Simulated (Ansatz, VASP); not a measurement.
# GeCN2 in VASP and in Ansatz

```
Ge N C
1.0
     1.75717    1.01450    4.82148
    -1.75717    1.01450    4.82148
     0.00000   -2.02901    4.82148
Ge N C
1 2 1
Direct
  0.00000 0.00000 0.00000
  0.58390 0.58390 0.58390
  0.41610 0.41610 0.41610
  0.50000 0.50000 0.50000
```

Change from the starting cell: volume scaled by 0.94.

Alike in both runs: task single point; functional PBEsol; k mesh 9 × 9 × 9; occupations fermi-dirac, width 0.05 eV; no spin polarisation.

```csv
,VASP,Ansatz
version,VASP 6.6.1,Ansatz 0.2.0
potentials or method,"VASP PAW PBE potentials, release 64 (Ge_d, N, C)",Ansatz PAW
plane-wave cutoff (eV),520,420
valence electrons in the cell,28,28
```

Ansatz gave:

| Property | Result |
| --- | --- |
| gap on the k mesh at the Fermi level (eV) | 0.85 |
| least direct gap on the mesh (eV) | 1.57 |
| pressure (GPa) | 5.5 |
| largest component of the traceless stress (GPa) | 10.80 |
| rms of the force components (eV/Å) | 0.802 |

What did VASP give for the same quantities?

gap on the k mesh at the Fermi level (eV): 0.84; least direct gap on the mesh (eV): 1.55; pressure (GPa): 5.8; largest component of the traceless stress (GPa): 11.70; rms of the force components (eV/Å): 0.869.

Atom by atom the forces differ by 0.067 eV/Å (rms over components).

Caveats: the standard files for N, O and F lose accuracy on very short bonds (VASP); the PAW data sets were made with another functional, which shifts forces and pressure a little (VASP); an odd mesh through Γ misses points on the zone boundary, where band edges often lie (VASP); odd divisions of the mesh miss points on the zone boundary, where band edges often lie, so the gap on the mesh can be too wide (Ansatz); the pressure holds a Pulay correction of +0.5 GPa for the finite cutoff (Ansatz); the PAW data sets come from PBE, with cores solved anew for the run's functional, which leaves a small shift of forces and pressure (Ansatz); forces of over 1 eV/Å show positions far from the minimum, so gaps and moduli don't describe the material at rest (Ansatz).
